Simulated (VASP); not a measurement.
Output of a VASP run:

### OSZICAR
```
...
       N       E                     dE             d eps       ncg     rms          rms(c)
DAV:   1    -0.494014047662E+03   -0.50397E-02   -0.55441E-01   360   0.198E+00    0.218E-01
RMM:   2    -0.494014699318E+03   -0.65166E-03   -0.13899E-02   320   0.298E-01    0.108E-01
RMM:   3    -0.494014554525E+03    0.14479E-03   -0.22026E-03   321   0.114E-01    0.484E-02
RMM:   4    -0.494014562589E+03   -0.80635E-05   -0.56972E-04   325   0.511E-02    0.179E-02
RMM:   5    -0.494014569588E+03   -0.69987E-05   -0.99609E-05   315   0.214E-02
   7 F= -.49401457E+03 E0= -.49400781E+03  d E =-.853100E-01
       N       E                     dE             d eps       ncg     rms          rms(c)
DAV:   1    -0.494027259342E+03   -0.12697E-01   -0.24641E+00   336   0.418E+00    0.460E-01
RMM:   2    -0.494028135590E+03   -0.87625E-03   -0.47683E-02   320   0.548E-01    0.198E-01
RMM:   3    -0.494027514351E+03    0.62124E-03   -0.92464E-03   320   0.218E-01    0.853E-02
RMM:   4    -0.494027608639E+03   -0.94287E-04   -0.19369E-03   325   0.949E-02    0.397E-02
RMM:   5    -0.494027624351E+03   -0.15713E-04   -0.32249E-04   334   0.416E-02    0.165E-02
RMM:   6    -0.494027629934E+03   -0.55825E-05   -0.65676E-05   292   0.184E-02
   8 F= -.49402763E+03 E0= -.49402191E+03  d E =-.130603E-01
       N       E                     dE             d eps       ncg     rms          rms(c)
DAV:   1    -0.494027880733E+03   -0.25638E-03   -0.35708E-02   384   0.503E-01    0.554E-02
RMM:   2    -0.494027886780E+03   -0.60469E-05   -0.68047E-04   320   0.656E-02    0.237E-02
RMM:   3    -0.494027875850E+03    0.10930E-04   -0.13605E-04   320   0.261E-02    0.987E-03
RMM:   4    -0.494027877031E+03   -0.11812E-05   -0.26265E-05   205   0.112E-02
   9 F= -.49402788E+03 E0= -.49402204E+03  d E =-.133074E-01
       N       E                     dE             d eps       ncg     rms          rms(c)
DAV:   1    -0.494030350687E+03   -0.24748E-02   -0.42721E-01   336   0.174E+00    0.190E-01
RMM:   2    -0.494030756408E+03   -0.40572E-03   -0.93715E-03   320   0.244E-01    0.870E-02
RMM:   3    -0.494030665767E+03    0.90641E-04   -0.14757E-03   320   0.927E-02    0.413E-02
RMM:   4    -0.494030668505E+03   -0.27371E-05   -0.37188E-04   323   0.410E-02    0.153E-02
RMM:   5    -0.494030673685E+03   -0.51808E-05   -0.68203E-05   276   0.175E-02
  10 F= -.49403067E+03 E0= -.49402408E+03  d E =-.279665E-02
       N       E                     dE             d eps       ncg     rms          rms(c)
DAV:   1    -0.494030684454E+03   -0.15949E-04   -0.15991E-03   384   0.107E-01    0.114E-02
RMM:   2    -0.494030686057E+03   -0.16029E-05   -0.33762E-05   225   0.148E-02    0.556E-03
RMM:   3    -0.494030685537E+03    0.51967E-06   -0.40509E-06   188   0.505E-03    0.289E-03
RMM:   4    -0.494030685416E+03    0.12092E-06   -0.91137E-07   142   0.220E-03
  11 F= -.49403069E+03 E0= -.49402414E+03  d E =-.280839E-02
       N       E                     dE             d eps       ncg     rms          rms(c)
DAV:   1    -0.494031237504E+03   -0.55197E-03   -0.83267E-02   344   0.768E-01    0.756E-02
RMM:   2    -0.494031279715E+03   -0.42210E-04   -0.14321E-03   320   0.951E-02    0.341E-02
RMM:   3    -0.494031264461E+03    0.15253E-04   -0.27242E-04   322   0.380E-02    0.147E-02
RMM:   4    -0.494031267333E+03   -0.28721E-05   -0.63439E-05   276   0.165E-02
  12 F= -.49403127E+03 E0= -.49402453E+03  d E =-.581917E-03
```

OUTCAR:
```
------------------------ aborting loop because EDIFF is reached ----------------------------------------
  FORCE on cell =-STRESS in cart. coord.  units (eV):
  Direction    XX          YY          ZZ          XY          YZ          ZX
  --------------------------------------------------------------------------------------
  Total      -38.9974622    -38.9839281    -38.9867346     -5.0917535     -5.0883587     -5.0938871
  in kB      -92.9999684    -92.9676925    -92.9743854    -12.1426598    -12.1345640    -12.1477479
  external PRESSURE =     -92.9806821 kB  Pullay stress =       0.0000000 kB
  volume of cell :      671.84
      direct lattice vectors                 reciprocal lattice vectors
     8.758331436  0.000000000  0.000000000     0.114176999  0.000000000  0.000000000
     0.000000000  8.758331436  0.000000000     0.000000000  0.114176999  0.000000000
     0.000000000  0.000000000  8.758331436     0.000000000  0.000000000  0.114176999
  FREE ENERGIE OF THE ION-ELECTRON SYSTEM (eV)
  ---------------------------------------------------
  free  energy   TOTEN  =      -494.0312673333 eV

  energy  without entropy=     -494.0177956605  energy(sigma->0) =     -494.02453150

 reached required accuracy - stopping structural energy minimisation
```
(Selected blocks of OUTCAR.)

File POSCAR:
```
C33Si31
1
    8.7583314355     0.0000000000     0.0000000000
    0.0000000000     8.7583314355    -0.0000000000
   -0.0000000000    -0.0000000000     8.7583314355
Si C
31 33
Direct
  0.5000000000   0.0000000000   0.0000000000
  0.7500000000   0.2500000000   0.0000000000
  0.7500000000   0.0000000000   0.2500000000
  0.0000000000   0.0000000000   0.0000000000
  0.2500000000   0.2500000000   0.0000000000
  0.5000000000   0.5000000000   0.0000000000
  0.7500000000   0.7500000000   0.0000000000
  0.2500000000   0.0000000000   0.2500000000
  0.5023210000   0.2556390000   0.2515680000
  0.7443200000   0.4950950000   0.2507830000
  0.5000000000   0.0000000000   0.5000000000
  0.7451240000   0.2475020000   0.4952490000
  0.7500000000   0.0000000000   0.7500000000
  0.0000000000   0.5000000000   0.0000000000
  0.2500000000   0.7500000000   0.0000000000
  0.0000000000   0.2500000000   0.2500000000
  0.2495340000   0.5005020000   0.2508780000
  0.5017060000   0.7554790000   0.2524830000
  0.0000000000   0.0000000000   0.5000000000
  0.2445250000   0.2455440000   0.4970800000
  0.7537180000   0.7494700000   0.5012080000
  0.2500000000   0.0000000000   0.7500000000
  0.5046120000   0.2502240000   0.7550110000
  0.7477730000   0.4970010000   0.7488680000
  0.0000000000   0.7500000000   0.2500000000
  0.0000000000   0.5000000000   0.5000000000
  0.2467700000   0.7485650000   0.4992440000
  0.0000000000   0.2500000000   0.7500000000
  0.2448210000   0.4976280000   0.7448060000
  0.5043120000   0.7546730000   0.7494530000
  0.0000000000   0.7500000000   0.7500000000
  0.6250000000   0.1250000000   0.1250000000
  0.8750000000   0.3750000000   0.1250000000
  0.8750000000   0.1250000000   0.3750000000
  0.1250000000   0.1250000000   0.1250000000
  0.3750000000   0.3750000000   0.1250000000
  0.6250000000   0.6250000000   0.1250000000
  0.8750000000   0.8750000000   0.1250000000
  0.3750000000   0.1250000000   0.3750000000
  0.6194760000   0.3708670000   0.3766670000
  0.8750000000   0.6250000000   0.3750000000
  0.6250000000   0.1250000000   0.6250000000
  0.8750000000   0.3750000000   0.6250000000
  0.8750000000   0.1250000000   0.8750000000
  0.1250000000   0.6250000000   0.1250000000
  0.3750000000   0.8750000000   0.1250000000
  0.1250000000   0.3750000000   0.3750000000
  0.3696710000   0.6215410000   0.3722810000
  0.6250000000   0.8750000000   0.3750000000
  0.1250000000   0.1250000000   0.6250000000
  0.3790660000   0.3693880000   0.6206950000
  0.4976020000   0.5004570000   0.4955750000
  0.6282760000   0.6215820000   0.6243370000
  0.8750000000   0.8750000000   0.6250000000
  0.3750000000   0.1250000000   0.8750000000
  0.6250000000   0.3750000000   0.8750000000
  0.8750000000   0.6250000000   0.8750000000
  0.1250000000   0.8750000000   0.3750000000
  0.1250000000   0.6250000000   0.6250000000
  0.3750000000   0.8750000000   0.6250000000
  0.1250000000   0.3750000000   0.8750000000
  0.3750000000   0.6250000000   0.8750000000
  0.6250000000   0.8750000000   0.8750000000
  0.1250000000   0.8750000000   0.8750000000
```

**Question.** Reconstruct the remaining input files.

**Answer.** This is not unique; one that fits is the input of the run itself, PBE GGA, plane waves, VASP's PBE PAW potentials (set 64).

**KPOINTS**
```
kpoints
0
gamma
  1 1 1
```

### INCAR
```
# general
SYSTEM  =  C33Si31
PREC    =  Normal
ENCUT   =  400
LREAL   =  Auto
LASPH   =  .True.
ISYM    =  0
NELECT  =  254.0

# electronic loop
EDIFF   =  1E-5   # SCF stop (eV)
NELM    =  100   # most electronic steps
NELMIN  =  4
ALGO    =  Fast

# smearing
ISMEAR  =  0   # Gaussian
SIGMA   =  0.05   # width (eV)

# functional
GGA     =  PE

# ions
IBRION  =  2   # conjugate gradients
NSW     =  60   # most ionic steps
ISIF    =  2
EDIFFG  =  -0.03   # ionic stop

# output
LWAVE   =  .False.
LCHARG  =  .False.
```

POTCAR, in this order: Si C (PBE.64 set). Program: vasp_gam.

At this cut-off the stress carries a Pulay error, which pulls relaxed volumes low. The cell is charged, with a uniform compensating background. The supercell is sampled at Γ alone, which is coarse: total energies, pressure and levels can be off, energies of defects by several tenths of an eV.

The cell is a supercell with a defect, built from SiC (zinc blende): C_Si, charge +2. The run is not spin-polarised, so no state with unpaired spins was tried.
